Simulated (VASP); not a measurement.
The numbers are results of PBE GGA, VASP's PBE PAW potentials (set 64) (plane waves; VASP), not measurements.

VASP ran on this input.

### INCAR
```
! general
SYSTEM=Mg31O32
PREC  =Normal
ENCUT =400   ! plane-wave cut-off (eV)
LREAL =Auto   ! projection in real space or not
LASPH =.TRUE.   ! aspherical one-centre terms
ISYM  =0
NELECT=252.0

! electronic loop
EDIFF =1E-5
NELM  =100   ! most electronic steps
NELMIN=4
ALGO  =Fast   ! Davidson, then RMM-DIIS

! smearing
ISMEAR=0   ! Gaussian
SIGMA =0.05   ! width (eV)

! functional
GGA   =PE   ! PBE

! ions
IBRION=2   ! conjugate gradients
NSW   =60   ! most ionic steps
ISIF  =2   ! forces and stress, cell fixed
EDIFFG=-0.03   ! ionic stop

! output
LWAVE =.FALSE.
LCHARG=.FALSE.
```

### POSCAR
```
Mg31O32
1.0
  8.4869590160   0.0000000000   0.0000000000
  0.0000000000   8.4869590160   0.0000000000
  0.0000000000   0.0000000000   8.4869590160
Mg O
31 32
Cart
  4.2434795080   0.0000000000   0.0000000000
  6.3652192620   2.1217397540   0.0000000000
  6.3652192620   0.0000000000   2.1217397540
  0.0000000000   0.0000000000   0.0000000000
  2.1217397540   2.1217397540   0.0000000000
  4.2434795080   4.2434795080   0.0000000000
  6.3652192620   6.3652192620   0.0000000000
  2.1217397540   0.0000000000   2.1217397540
  4.2189946312   2.0783374456   2.1648025840
  6.3542371370   4.2312582870   2.1370162802
  4.2434795080   0.0000000000   4.2434795080
  6.3923945048   2.1027883745   4.2916769483
  6.3652192620   0.0000000000   6.3652192620
  0.0000000000   4.2434795080   0.0000000000
  2.1217397540   6.3652192620   0.0000000000
  0.0000000000   2.1217397540   2.1217397540
  2.0904143883   4.2660802799   2.1335790618
  4.2519749540   6.3757176303   2.1022706700
  0.0000000000   0.0000000000   4.2434795080
  2.1617642527   2.1136941169   4.2487329356
  6.3412351158   6.3239471803   4.2610050784
  2.1217397540   0.0000000000   6.3652192620
  4.2221093452   2.1291658431   6.3800629533
  6.3524548756   4.2365880973   6.3544238501
  0.0000000000   6.3652192620   2.1217397540
  0.0000000000   4.2434795080   4.2434795080
  2.1203309188   6.3241933021   4.2415105335
  0.0000000000   2.1217397540   6.3652192620
  2.0923579019   4.2060435318   6.3746058387
  4.2442178734   6.3220121536   6.3186088831
  0.0000000000   6.3652192620   6.3652192620
  6.3652192620   2.1217397540   2.1217397540
  0.0000000000   4.2434795080   2.1217397540
  0.0000000000   2.1217397540   4.2434795080
  2.1217397540   2.1217397540   2.1217397540
  4.2321579047   4.2268959901   2.1230722066
  6.3652192620   6.3652192620   2.1217397540
  0.0000000000   0.0000000000   2.1217397540
  4.2007306954   2.0745692358   4.2084453412
  6.3699210373   4.2905821305   4.2835294676
  0.0000000000   6.3652192620   4.2434795080
  6.3652192620   2.1217397540   6.3652192620
  0.0000000000   4.2434795080   6.3652192620
  0.0000000000   2.1217397540   0.0000000000
  2.1217397540   6.3652192620   2.1217397540
  4.2434795080   0.0000000000   2.1217397540
  2.1335960357   4.2198348402   4.2610984349
  4.2541391285   6.3844591981   4.2475447614
  6.3652192620   0.0000000000   4.2434795080
  2.1217397540   2.1217397540   6.3652192620
  4.2557177029   4.2906924610   6.3819131104
  6.3652192620   6.3652192620   6.3652192620
  0.0000000000   0.0000000000   6.3652192620
  4.2434795080   2.1217397540   0.0000000000
  6.3652192620   4.2434795080   0.0000000000
  0.0000000000   6.3652192620   0.0000000000
  2.1217397540   0.0000000000   4.2434795080
  2.1217397540   6.3652192620   6.3652192620
  4.2434795080   0.0000000000   6.3652192620
  2.1217397540   4.2434795080   0.0000000000
  4.2434795080   6.3652192620   0.0000000000
  6.3652192620   0.0000000000   0.0000000000
  2.1217397540   0.0000000000   0.0000000000
```

File KPOINTS:
```
kpoints
0
G
1 1 1
0 0 0
```

POTCAR, in this order: Mg O (PBE.64 set). Program: vasp_gam.

Output

OSZICAR:
```
...
DAV:   3    -0.411918379732E+03   -0.25556E+03   -0.25225E+03   368   0.114E+02
DAV:   4    -0.417080946939E+03   -0.51626E+01   -0.51493E+01   360   0.175E+01
DAV:   5    -0.417146006611E+03   -0.65060E-01   -0.65012E-01   352   0.196E+00    0.379E+01
RMM:   6    -0.380039921516E+03    0.37106E+02   -0.19545E+02   316   0.290E+01    0.168E+01
RMM:   7    -0.378158330490E+03    0.18816E+01   -0.23368E+01   316   0.942E+00    0.138E+01
RMM:   8    -0.377888961627E+03    0.26937E+00   -0.60036E+00   316   0.465E+00    0.103E+01
RMM:   9    -0.377164831372E+03    0.72413E+00   -0.14253E+00   316   0.256E+00    0.820E+00
RMM:  10    -0.376902187735E+03    0.26264E+00   -0.90044E-01   316   0.219E+00    0.724E+00
RMM:  11    -0.377984247184E+03   -0.10821E+01   -0.12350E+00   327   0.226E+00    0.142E+01
RMM:  12    -0.376883994044E+03    0.11003E+01   -0.57045E-01   323   0.143E+00    0.695E+00
RMM:  13    -0.376665203694E+03    0.21879E+00   -0.22737E-01   321   0.994E-01    0.555E+00
RMM:  14    -0.376565830388E+03    0.99373E-01   -0.55436E-02   316   0.513E-01    0.323E+00
RMM:  15    -0.376527889217E+03    0.37941E-01   -0.57944E-02   327   0.430E-01    0.218E+00
RMM:  16    -0.376535164186E+03   -0.72750E-02   -0.52675E-02   330   0.408E-01    0.204E+00
RMM:  17    -0.376521546406E+03    0.13618E-01   -0.18791E-02   320   0.297E-01    0.139E+00
RMM:  18    -0.376519517583E+03    0.20288E-02   -0.62621E-03   317   0.181E-01    0.114E+00
RMM:  19    -0.376509631443E+03    0.98861E-02   -0.57711E-03   326   0.148E-01    0.426E-01
RMM:  20    -0.376511530135E+03   -0.18987E-02   -0.27043E-03   323   0.107E-01    0.697E-01
RMM:  21    -0.376509904742E+03    0.16254E-02   -0.10976E-03   313   0.800E-02    0.447E-01
RMM:  22    -0.376509359679E+03    0.54506E-03   -0.75270E-04   322   0.660E-02    0.197E-01
RMM:  23    -0.376509436403E+03   -0.76724E-04   -0.24360E-04   296   0.349E-02    0.118E-01
RMM:  24    -0.376509465800E+03   -0.29397E-04   -0.10236E-04   273   0.239E-02    0.953E-02
RMM:  25    -0.376509449633E+03    0.16167E-04   -0.26394E-05   211   0.132E-02    0.577E-02
RMM:  26    -0.376509446206E+03    0.34271E-05   -0.14466E-05   199   0.847E-03
   1 F= -.37650945E+03 E0= -.37646949E+03  d E =-.376509E+03
       N       E                     dE             d eps       ncg     rms          rms(c)
DAV:   1    -0.377008753805E+03   -0.49930E+00   -0.11231E+02   344   0.267E+01    0.231E+00
RMM:   2    -0.377390937609E+03   -0.38218E+00   -0.22863E+00   316   0.337E+00    0.763E+00
RMM:   3    -0.377225830119E+03    0.16511E+00   -0.29019E-01   316   0.126E+00    0.486E+00
RMM:   4    -0.377133482777E+03    0.92347E-01   -0.79671E-02   316   0.698E-01    0.157E+00
RMM:   5    -0.377119401598E+03    0.14081E-01   -0.22841E-02   316   0.359E-01    0.958E-01
RMM:   6    -0.377111903043E+03    0.74986E-02   -0.14279E-02   316   0.237E-01    0.941E-01
RMM:   7    -0.377105915405E+03    0.59876E-02   -0.90226E-03   317   0.187E-01    0.627E-01
RMM:   8    -0.377102729084E+03    0.31863E-02   -0.87987E-03   324   0.179E-01    0.189E-01
RMM:   9    -0.377103297130E+03   -0.56805E-03   -0.15080E-03   316   0.847E-02    0.235E-01
RMM:  10    -0.377103014879E+03    0.28225E-03   -0.56046E-04   308   0.497E-02    0.138E-01
RMM:  11    -0.377102982205E+03    0.32673E-04   -0.22685E-04   293   0.336E-02    0.705E-02
RMM:  12    -0.377102960300E+03    0.21905E-04   -0.50518E-05   263   0.175E-02    0.218E-02
RMM:  13    -0.377102963488E+03   -0.31881E-05   -0.13530E-05   193   0.853E-03
   2 F= -.37710296E+03 E0= -.37706438E+03  d E =-.593517E+00
       N       E                     dE             d eps       ncg     rms          rms(c)
DAV:   1    -0.377192045197E+03   -0.89085E-01   -0.72973E+01   332   0.219E+01    0.165E+00
RMM:   2    -0.377326926126E+03   -0.13488E+00   -0.13764E+00   316   0.275E+00    0.279E+00
RMM:   3    -0.377289704744E+03    0.37221E-01   -0.13121E-01   316   0.913E-01    0.176E+00
RMM:   4    -0.377264782674E+03    0.24922E-01   -0.25040E-02   316   0.402E-01    0.672E-01
RMM:   5    -0.377258981734E+03    0.58009E-02   -0.86589E-03   316   0.211E-01    0.446E-01
RMM:   6    -0.377255025923E+03    0.39558E-02   -0.10116E-02   316   0.196E-01    0.271E-01
RMM:   7    -0.377254642997E+03    0.38293E-03   -0.61284E-03   317   0.148E-01    0.338E-01
RMM:   8    -0.377253702075E+03    0.94092E-03   -0.10070E-03   312   0.697E-02    0.124E-01
RMM:   9    -0.377253696132E+03    0.59436E-05   -0.35467E-04   303   0.429E-02    0.440E-02
RMM:  10    -0.377253717020E+03   -0.20888E-04   -0.10922E-04   281   0.217E-02    0.384E-02
RMM:  11    -0.377253712711E+03    0.43091E-05   -0.23429E-05   205   0.107E-02
   3 F= -.37725371E+03 E0= -.37721516E+03  d E =-.744267E+00
       N       E                     dE             d eps       ncg     rms          rms(c)
DAV:   1    -0.377271582033E+03   -0.17865E-01   -0.12639E+01   360   0.103E+01    0.570E-01
RMM:   2    -0.377295785989E+03   -0.24204E-01   -0.24962E-01   316   0.135E+00    0.660E-01
RMM:   3    -0.377292053983E+03    0.37320E-02   -0.17579E-02   316   0.369E-01    0.338E-01
RMM:   4    -0.377290774383E+03    0.12796E-02   -0.28894E-03   316   0.133E-01    0.188E-01
RMM:   5    -0.377290049198E+03    0.72518E-03   -0.11382E-03   316   0.780E-02    0.114E-01
RMM:   6    -0.377289780013E+03    0.26919E-03   -0.16413E-03   316   0.866E-02    0.121E-01
RMM:   7    -0.377289632448E+03    0.14757E-03   -0.21300E-04   307   0.352E-02    0.328E-02
RMM:   8    -0.377289642477E+03   -0.10029E-04   -0.37601E-05   234   0.147E-02    0.230E-02
RMM:   9    -0.377289639501E+03    0.29757E-05   -0.11430E-05   191   0.733E-03
   4 F= -.37728964E+03 E0= -.37725108E+03  d E =-.359268E-01
       N       E                     dE             d eps       ncg     rms          rms(c)
DAV:   1    -0.377289382164E+03    0.26031E-03   -0.35665E+00   360   0.549E+00    0.300E-01
RMM:   2    -0.377295982710E+03   -0.66005E-02   -0.69295E-02   316   0.710E-01    0.325E-01
RMM:   3    -0.377295012015E+03    0.97070E-03   -0.47595E-03   316   0.193E-01    0.169E-01
RMM:   4    -0.377294666476E+03    0.34554E-03   -0.78445E-04   316   0.685E-02    0.971E-02
RMM:   5    -0.377294465585E+03    0.20089E-03   -0.32318E-04   316   0.415E-02    0.573E-02
RMM:   6    -0.377294373055E+03    0.92530E-04   -0.42800E-04   316   0.445E-02    0.353E-02
RMM:   7    -0.377294362264E+03    0.10791E-04   -0.41275E-05   250   0.160E-02    0.146E-02
RMM:   8    -0.377294363051E+03   -0.78644E-06   -0.74483E-06   188   0.613E-03
   5 F= -.37729436E+03 E0= -.37725580E+03  d E =-.406503E-01
       N       E                     dE             d eps       ncg     rms          rms(c)
DAV:   1    -0.377295974063E+03   -0.16118E-02   -0.15916E+00   352   0.353E+00    0.192E-01
RMM:   2    -0.377298825086E+03   -0.28510E-02   -0.30847E-02   316   0.455E-01    0.200E-01
RMM:   3    -0.377298490731E+03    0.33435E-03   -0.19604E-03   316   0.123E-01    0.112E-01
RMM:   4    -0.377298298294E+03    0.19244E-03   -0.29680E-04   314   0.435E-02    0.588E-02
RMM:   5    -0.377298228203E+03    0.70091E-04   -0.20407E-04   305   0.309E-02    0.444E-02
RMM:   6    -0.377298186397E+03    0.41806E-04   -0.14805E-04   300   0.252E-02    0.233E-02
RMM:   7    -0.377298181859E+03    0.45385E-05   -0.15828E-05   190   0.945E-03
   6 F= -.37729818E+03 E0= -.37725962E+03  d E =-.381881E-02
       N       E                     dE             d eps       ncg     rms          rms(c)
DAV:   1    -0.377298100321E+03    0.86076E-04   -0.22151E-01   368   0.131E+00    0.724E-02
RMM:   2    -0.377298505507E+03   -0.40519E-03   -0.43015E-03   316   0.169E-01    0.792E-02
RMM:   3    -0.377298452333E+03    0.53174E-04   -0.27598E-04   316   0.459E-02    0.420E-02
RMM:   4    -0.377298427031E+03    0.25302E-04   -0.40934E-05   242   0.163E-02    0.221E-02
RMM:   5    -0.377298417119E+03    0.99116E-05   -0.27606E-05   216   0.114E-02
   7 F= -.37729842E+03 E0= -.37725985E+03  d E =-.405407E-02
```

**OUTCAR**
```
------------------------ aborting loop because EDIFF is reached ----------------------------------------
  FORCE on cell =-STRESS in cart. coord.  units (eV):
  Direction    XX          YY          ZZ          XY          YZ          ZX
  --------------------------------------------------------------------------------------
  Total      -31.9777972    -31.9781508    -31.9761594      0.0238841     -0.0271163      0.0235816
  in kB      -83.8113453    -83.8122719    -83.8070526      0.0625983     -0.0710698      0.0618057
  external PRESSURE =     -83.8102233 kB  Pullay stress =       0.0000000 kB
  volume of cell :      611.30
      direct lattice vectors                 reciprocal lattice vectors
     8.486959016  0.000000000  0.000000000     0.117827834  0.000000000  0.000000000
     0.000000000  8.486959016  0.000000000     0.000000000  0.117827834  0.000000000
     0.000000000  0.000000000  8.486959016     0.000000000  0.000000000  0.117827834
  FREE ENERGIE OF THE ION-ELECTRON SYSTEM (eV)
  ---------------------------------------------------
  free  energy   TOTEN  =      -377.2984171194 eV

  energy  without entropy=     -377.2212862509  energy(sigma->0) =     -377.25985169

 reached required accuracy - stopping structural energy minimisation
```
(Selected blocks of OUTCAR.)

File CONTCAR:
```
Mg31O32
   1.00000000000000
     8.4869590160000001    0.0000000000000000    0.0000000000000000
     0.0000000000000000    8.4869590160000001    0.0000000000000000
     0.0000000000000000    0.0000000000000000    8.4869590160000001
  Mg              O
    31    32
Direct
     0.4999200747715309    0.9997475345888320    0.9999183251211722
     0.7491528538388822    0.2504664767496734    0.0005024743508742
     0.7493390448739354    0.9998169281574183    0.2507837488710833
     0.9999008388714120    0.9998811973657299    0.0001132245908433
     0.2504302168710681    0.2502827903572233    0.0004230064635241
     0.4997259375148591    0.4997707615717736    0.0004054470032253
     0.7492480337680747    0.7492462590893657    0.0001844879703412
     0.2503913507750236    0.9994759938573669    0.2506425519807726
     0.4997027695452365    0.2551758484256845    0.2561749186531180
     0.7436016102639899    0.4996317569930334    0.2566953013705732
     0.4998932165404329    0.9993423733766034    0.5000718214817954
     0.7441068365527582    0.2552939626264161    0.5005902108067876
     0.7492405641857022    0.9997489189857313    0.7496253923394762
     0.9996392630373050    0.4999152714063532    0.0004657339191537
     0.2504062012144845    0.7491740479995428    0.9999701273287147
     0.9997120140661445    0.2504117635714383    0.2509981863964229
     0.2554636408749507    0.4995665311896048    0.2560524873482000
     0.4998484092128849    0.7440073727696794    0.2555604828610427
     0.0000631377565701    0.9995729205848254    0.5001230999201560
     0.2556511720741064    0.2552054582871643    0.5002493245276435
     0.7442200265377418    0.7438802394428564    0.5001903299348931
     0.2505720746536688    0.9995680238009346    0.7493902437904675
     0.4997345394375310    0.2556740034317240    0.7444378622677340
     0.7440596848388720    0.4998056000506970    0.7447688415180238
     0.9997042209899307    0.7490877424973160    0.2506522284922935
     0.9997248716617952    0.4996859061341578    0.5004176310467311
     0.2558719141575741    0.7434165541999218    0.4999828250404250
     0.9998467535758845    0.2503059910968874    0.7497632141558993
     0.2553689072945051    0.4995630961849907    0.7447897413676344
     0.4998207865804610    0.7435850531058935    0.7441314000742532
     0.9999079114113423    0.7491710256603290    0.7494215579525975
     0.7491081257365895    0.2503987567142224    0.2512540534034211
     0.9996332999575012    0.4997628368672996    0.2488853479451158
     0.9999726017648578    0.2480908587373910    0.5004338796984307
     0.2504451656081284    0.2502140279244054    0.2509532541044647
     0.4996310782251013    0.4997119898791829    0.2369199046958992
     0.7490963653474155    0.7490145215795958    0.2508098056690544
     0.9998314393532572    0.9997229910401754    0.2498848908461806
     0.4998152408286304    0.2357781850143995    0.5002950258862523
     0.7634197808713017    0.4996175922253747    0.5006888775516629
     0.9999843374910791    0.7510857891051520    0.5001049952993631
     0.7491056226411844    0.2503380188919809    0.7497787608874252
     0.9997893827694921    0.4997163936203204    0.7519601190676213
     0.9997535258615416    0.2496594921465526    0.0003626809525274
     0.2504760781483315    0.7489152622405735    0.2506586551007784
     0.4998632591921139    0.9995880741460857    0.2484491118230313
     0.2363773036030496    0.4994227350006099    0.5003228989458259
     0.4999658031041988    0.7630286680272665    0.4998096050589235
     0.7516012367968251    0.9995072077066942    0.5002754232771974
     0.2505739034767812    0.2502355004520157    0.7497248290249102
     0.4997162434978809    0.4995811242170474    0.7640689535387027
     0.7491555022320894    0.7490641289406437    0.7494766284669507
     0.9999629832608723    0.9997258253232869    0.7503765871134926
     0.4997803638270066    0.2482537125103013    0.0003971834603767
     0.7511854950644153    0.4998146450066505    0.0005421852431207
     0.9997914138335604    0.7501245943131979    0.0000214781341002
     0.2484477237314982    0.9993735504797421    0.5000380185222758
     0.2505338825303959    0.7489038743064677    0.7492841601957237
     0.4998582229326744    0.9994753515725582    0.7515644011889560
     0.2481404563700171    0.4997473474305205    0.0003953261615960
     0.4998618704923518    0.7512283656761404    0.0000312889785208
     0.7501428874120171    0.9998748925460667    0.0001789788171200
     0.2496485262891793    0.9996572827989167    0.0000234619951218
```

At this cut-off the stress carries a Pulay error, which pulls relaxed volumes low. The cell is charged, with a uniform compensating background. The supercell is sampled at Γ alone, which is coarse: total energies, pressure and levels can be off, energies of defects by several tenths of an eV.

The cell is a supercell with a defect, built from MgO (rock salt): vac_Mg, charge +2. The run is not spin-polarised, so no state with unpaired spins was tried.
